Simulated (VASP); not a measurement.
VASP runs on BP (space group F-43m) share one base input (PBE0 hybrid, plane waves, VASP's PBE PAW potentials (set 64)) and change the settings named in each case.

**KPOINTS**
```
K-points
0
Gamma
 8 8 8
0 0 0
```

POSCAR:
```
BP
1
    0.0000000000     2.2733210000     2.2733210000
    2.2733210000     0.0000000000     2.2733210000
    2.2733210000     2.2733210000     0.0000000000
B P
1 1
Direct
  0.0000000000   0.0000000000   0.0000000000
  0.2500000000   0.2500000000   0.2500000000
```

**INCAR**
```
SYSTEM = BP
PREC = Accurate; ENCUT = 400; LREAL = .FALSE.
LASPH = .TRUE.; ISYM = 3
EDIFF = 1E-6; NELM = 100; ALGO = Normal
ISMEAR = 0; SIGMA = 0.01
GGA = PE; LHFCALC = .TRUE.; AEXX = 0.25
HFRCUT = -1; PRECFOCK = Fast
ISIF = 2
LWAVE = .FALSE.; LCHARG = .FALSE.
```

POTCAR, in this order: B P (PBE.64 set). Program: vasp_std.

```
change                                                                         E(σ→0) (eV/atom)  pressure (GPa)
-----------------------------------------------------------------------------  ----------------  --------------
base run                                                                                -7.8840           -3.16
AEXX removed, HFRCUT removed, ISYM removed, LHFCALC removed, PRECFOCK removed           -6.4643            0.00
HFRCUT removed, HFSCREEN = 0.2                                                          -7.4338           -3.07
KPOINTS 5×5×5 Γ-centred mesh                                                            -7.8626           -2.88
KPOINTS 6×6×6 Γ-centred mesh                                                            -7.8779           -3.07
KPOINTS 7×7×7 Γ-centred mesh                                                            -7.8825           -3.14
KPOINTS 10×10×10 Γ-centred mesh                                                         -7.8847           -3.17
ENCUT = 320                                                                             -7.8807             ___
ENCUT = 280                                                                             -7.8693           -4.80
KPOINTS 8×8×8 Γ-centred mesh shifted by (0, 0, 0.5)                                     -7.8848           -3.17
EDIFF = 1E-04                                                                           -7.8840           -3.10
```

Question: Some entries are withheld; supply them.

Answer: 
- ENCUT = 320, pressure (GPa): -3.72

Energies of different potentials or functionals have different zeros.

Left out are runs that ran out of time, are held back, or changed the cell or the kind of run, fixed moments of cells without a moment, rows past the twelfth, gaps on odd meshes, pressures of charged cells and columns that move by less than the noise.

The structure comes from a computed database's BP entry; how it stands against other phases isn't given here. The cell was not relaxed at this level, its lattice was scaled by up to 2.5 %.
